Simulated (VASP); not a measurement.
An input for Quantum ESPRESSO's pw.x (written as the equivalent of a VASP run, and not itself run):

```
&CONTROL
  calculation = 'scf'
  pseudo_dir = './pseudo'
  outdir = './out'
  tprnfor = .true.
  tstress = .true.
/
&SYSTEM
  ibrav = 0
  nat = 6
  ntyp = 2
  ecutwfc = 84
  occupations = 'smearing'
  smearing = 'fermi-dirac'
  degauss = 0.003675
  input_dft = 'pbesol'
/
&ELECTRONS
  conv_thr = 7.3e-08
  electron_maxstep = 100
/
ATOMIC_SPECIES
  Ag 107.868 Ag.upf
  O 15.999 O.upf
CELL_PARAMETERS angstrom
     4.7224320    0.0000000    0.0000000
     0.0000000    4.7224320    0.0000000
     0.0000000    0.0000000    4.7224320
ATOMIC_POSITIONS crystal
  Ag   0.7529020  0.2520260  0.7473180
  Ag   0.2348370  0.7561710  0.7473810
  Ag   0.7525210  0.7358360  0.2503930
  Ag   0.2504210  0.2482880  0.2513980
  O    0.0052720  0.0020260 -0.0013980
  O    0.5040470  0.5056530  0.5049080
K_POINTS automatic
  4 4 4 0 0 0
```

Task: Write the VASP files for the same calculation (PBEsol).

Result: Several could match; the one computed here: 
**KPOINTS**
```
Automatic mesh
0
Gamma
 4 4 4
0 0 0
```

File POSCAR:
```
Ag2O
1
    4.7224320000     0.0000000000     0.0000000000
    0.0000000000     4.7224320000     0.0000000000
    0.0000000000     0.0000000000     4.7224320000
Ag O
4 2
Direct
  0.7529020000   0.2520260000   0.7473180000
  0.2348370000   0.7561710000   0.7473810000
  0.7525210000   0.7358360000   0.2503930000
  0.2504210000   0.2482880000   0.2513980000
  0.0052720000   0.0020260000  -0.0013980000
  0.5040470000   0.5056530000   0.5049080000
```

### INCAR
```
ALGO=Normal
EDIFF=1E-6
ENCUT=400
GGA=PS
ISIF=2
ISMEAR=-1
LASPH=T
LCHARG=F
LMAXMIX=4
LREAL=F
LWAVE=F
NELM=100
PREC=Accurate
SIGMA=0.05
SYSTEM=Ag2O
```

POTCAR, in this order: Ag O (PBE.64 set). Program: vasp_std.

The two are equivalent in intent, not identical: the potentials are each code's own (VASP's PAW set, PseudoDojo norm-conserving files in pw.x), so ENCUT and ecutwfc are chosen apart and not converted; conv_thr bounds pw.x's estimated SCF error, while EDIFF bounds the energy change between steps.

The structure is a typed Ag2O crystal (Pn-3m). The cell was not relaxed at this level, atoms are displaced from their ideal sites. The k-mesh is coarse (spacing up to 0.33 per Å, 2π included), so the numbers may not be converged in it.
